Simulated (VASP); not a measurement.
Consider the following.

```xyz
20
Lattice="5.5683 0.0000 0.0000 0.0000 5.5683 0.0000 0.0000 0.0000 8.8597" Properties=species:S:1:pos:R:3 pbc="T T T"
Ru     0.0000     2.7842     3.3005
Ru     2.7842     0.0000     5.5592
Ru     0.0000     2.7842     7.7304
Ru     2.7842     0.0000     1.1294
Ru     2.7842     2.7842     2.2149
Ru     2.7842     2.7842     6.6448
Ru     0.0000     0.0000     0.0000
Ru     0.0000     0.0000     4.4299
Si     1.1340     1.9800     0.8250
Si     1.9800     4.4343     8.0347
Si     4.4343     3.5884     0.8250
Si     3.5884     1.1340     8.0347
Si     4.4343     1.9800     5.2549
Si     3.5884     4.4343     3.6049
Si     1.1340     3.5884     5.2549
Si     1.9800     1.1340     3.6049
Si     0.9543     0.9543     6.6448
Si     0.9543     4.6140     2.2149
Si     4.6140     4.6140     6.6448
Si     4.6140     0.9543     2.2149
```

The numbers are results of r2SCAN meta-GGA, VASP's PBE PAW potentials (set 64) (plane waves; VASP), not measurements. Numerical set-up: LREAL = Auto, 400 eV cut-off, 5×5×3 Γ-centred mesh, tetrahedra with Blöchl corrections, potentials Ru_pv Si.

The cores are frozen, which limits the accuracy of field gradients.

**Question.** Give the principal components of the electric field gradient (V/Å²) and the asymmetry η at each nucleus.

**Answer.** 
| atom | Vxx | Vyy | Vzz | η |
|---|---|---|---|---|
| Ru1 | -32.2 | -28.6 | 60.8 | 0.06 |
| Ru2 | -32.2 | -28.6 | 60.8 | 0.06 |
| Ru3 | -32.2 | -28.6 | 60.8 | 0.06 |
| Ru4 | -32.2 | -28.6 | 60.8 | 0.06 |
| Ru5 | 74.1 | 2.2 | -76.3 | 0.94 |
| Ru6 | 74.1 | 2.2 | -76.3 | 0.94 |
| Ru7 | 5.0 | 5.0 | -10.1 | 0.00 |
| Ru8 | 5.0 | 5.0 | -10.1 | 0.00 |
| Si9 | 64.4 | 10.3 | -74.7 | 0.72 |
| Si10 | 64.4 | 10.3 | -74.7 | 0.72 |
| Si11 | 64.4 | 10.3 | -74.7 | 0.72 |
| Si12 | 64.4 | 10.3 | -74.7 | 0.72 |
| Si13 | 64.4 | 10.3 | -74.7 | 0.72 |
| Si14 | 64.4 | 10.3 | -74.7 | 0.72 |
| Si15 | 64.4 | 10.3 | -74.7 | 0.72 |
| Si16 | 64.4 | 10.3 | -74.7 | 0.72 |
| Si17 | 41.1 | 21.4 | -62.5 | 0.32 |
| Si18 | 41.1 | 21.4 | -62.5 | 0.32 |
| Si19 | 41.1 | 21.4 | -62.5 | 0.32 |
| Si20 | 41.1 | 21.4 | -62.5 | 0.32 |

The structure comes from a measured Si3Ru2 entry (P-4c2) of the Crystallography Open Database, whose conditions weren't checked. It was relaxed first.
